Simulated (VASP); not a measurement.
Here is the system:

```
ZrO2
1.0
    0.00000     2.53373     2.53373
    2.53373     0.00000     2.53373
    2.53373     2.53373     0.00000
Zr O
1 2
Direct
  0.00000   0.00000   0.00000
  0.25000   0.25000   0.25000
  0.75000   0.75000   0.75000
```

Method: PBEsol GGA, VASP's PBE PAW potentials (set 64) (plane waves; VASP). Numerical set-up: 520 eV cut-off, Gaussian smearing of 0.050 eV, potentials Zr_sv O.

**Question.** Give the energies of bands 7 to 15 at the high-symmetry points, in eV from the valence-band maximum.

**Answer.** 
```json
[
 {"band": "7", "Γ": "-5.36", "X": "-6.09", "U": "-5.46", "L": "-4.33", "W": "-4.88"},
 {"band": "8", "Γ": "-5.36", "X": "-3.20", "U": "-3.69", "L": "-4.33", "W": "-4.77"},
 {"band": "9", "Γ": "-5.36", "X": "-3.20", "U": "-3.14", "L": "-2.60", "W": "-2.43"},
 {"band": "10", "Γ": "-0.55", "X": "-1.54", "U": "-2.27", "L": "-2.52", "W": "-2.43"},
 {"band": "11", "Γ": "-0.55", "X": "-1.54", "U": "-1.23", "L": "-1.67", "W": "-1.41"},
 {"band": "12", "Γ": "-0.55", "X": "0.00", "U": "-0.34", "L": "-1.67", "W": "-0.21"},
 {"band": "13", "Γ": "3.32", "X": "3.75", "U": "4.00", "L": "3.99", "W": "4.44"},
 {"band": "14", "Γ": "3.32", "X": "4.77", "U": "4.78", "L": "3.99", "W": "4.60"},
 {"band": "15", "Γ": "6.47", "X": "5.95", "U": "6.27", "L": "6.21", "W": "6.40"}
]
```

The gap is indirect, 3.32 eV, from the valence maximum at X to the conduction minimum at Γ.

The structure comes from a computed database's ZrO2 entry (Fm-3m); how it stands against other phases isn't given here. It was relaxed first.
